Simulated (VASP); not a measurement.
Calculation: PBEsol GGA, VASP's PBE PAW potentials (set 64) (plane waves; VASP 6.6.1).

VASP ran on this input.

KPOINTS:
```
kpoints
0
G
15 15 8
```

INCAR:
```
SYSTEM = Cd
PREC = Accurate; ENCUT = 500; LREAL = .FALSE.
LASPH = .TRUE.
EDIFF = 1E-6; NELM = 100; ALGO = Normal
LMAXMIX = 4
ISMEAR = 1; SIGMA = 0.1
GGA = PS
IBRION = 2; NSW = 40; ISIF = 3
EDIFFG = -0.02; PSTRESS = 450
LWAVE = .FALSE.; LCHARG = .FALSE.
```

File POSCAR:
```
Cd
1.0
  1.3938695915  -2.4142577572   0.0000000000
  1.3938695915   2.4142577572   0.0000000000
  0.0000000000   0.0000000000   4.5416730013
Cd
2
Cart
  1.3938695915   0.8047541952   1.1354182503
  1.3938695915  -0.8047541952   3.4062547510
```

POTCAR, in this order: Cd (PBE.64 set). Program: vasp_std.

The run wrote:

File OSZICAR:
```
       N       E                     dE             d eps       ncg     rms          rms(c)
DAV:   1     0.172290489619E+03    0.17229E+03   -0.13779E+04  4320   0.157E+03
DAV:   2     0.122388758676E+01   -0.17107E+03   -0.16847E+03  4456   0.391E+02
DAV:   3    -0.158508168202E+01   -0.28090E+01   -0.28067E+01  5248   0.604E+01
DAV:   4    -0.158820407059E+01   -0.31224E-02   -0.31223E-02  5120   0.174E+00
DAV:   5    -0.158821141509E+01   -0.73445E-05   -0.73442E-05  5376   0.833E-02    0.120E+01
DAV:   6    -0.131269358538E+01    0.27552E+00   -0.59769E-01  4600   0.118E+01    0.788E+00
DAV:   7    -0.127794892006E+01    0.34745E-01   -0.99978E-02  5544   0.413E+00    0.215E+00
DAV:   8    -0.127404862444E+01    0.39003E-02   -0.15028E-02  4600   0.188E+00    0.164E-01
DAV:   9    -0.127406041350E+01   -0.11789E-04   -0.51207E-05  5376   0.698E-02    0.731E-02
DAV:  10    -0.127407673128E+01   -0.16318E-04   -0.59895E-06  4936   0.308E-02    0.138E-02
DAV:  11    -0.127407602310E+01    0.70818E-06   -0.11822E-06  2888   0.163E-02
   1 F= 0.73111863E+01 E0= 0.73111818E+01  d E =0.731119E+01
```

**OUTCAR**
```
------------------------ aborting loop because EDIFF is reached ----------------------------------------
  FORCE on cell =-STRESS in cart. coord.  units (eV):
  Direction    XX          YY          ZZ          XY          YZ          ZX
  --------------------------------------------------------------------------------------
  Total        8.5794371      8.5794713      8.5795844      0.0000000      0.0000000      0.0000000
  in kB      449.6946722    449.6964624    449.7023892      0.0000000      0.0000000      0.0000000
  external PRESSURE =      -0.3021587 kB  Pullay stress =     450.0000000 kB
  volume of cell :       30.57
      direct lattice vectors                 reciprocal lattice vectors
     1.393869591 -2.414257757  0.000000000     0.358713615 -0.207102990  0.000000000
     1.393869591  2.414257757  0.000000000     0.358713615  0.207102990  0.000000000
     0.000000000  0.000000000  4.541673001     0.000000000  0.000000000  0.220183179
 POSITION                                       TOTAL-FORCE (eV/Angst)
 -----------------------------------------------------------------------------------
      1.39387      0.80475      1.13542        -0.000000      0.000000      0.000000
      1.39387     -0.80475      3.40625         0.000000      0.000000      0.000000
 -----------------------------------------------------------------------------------
    total drift:                                0.000014      0.000132      0.000003
  FREE ENERGIE OF THE ION-ELECTRON SYSTEM (eV)
  ---------------------------------------------------
  free  energy   TOTEN  =        -1.2740760231 eV

  energy  without entropy=       -1.2740895260  energy(sigma->0) =       -1.27408052
  enthalpy is  TOTEN    =         7.3111862724 eV   P V=        8.5852622955

 reached required accuracy - stopping structural energy minimisation
```
(Selected blocks of OUTCAR.)

The compound is Cd in the hcp structure. It was relaxed first under an external pressure of 45 GPa.
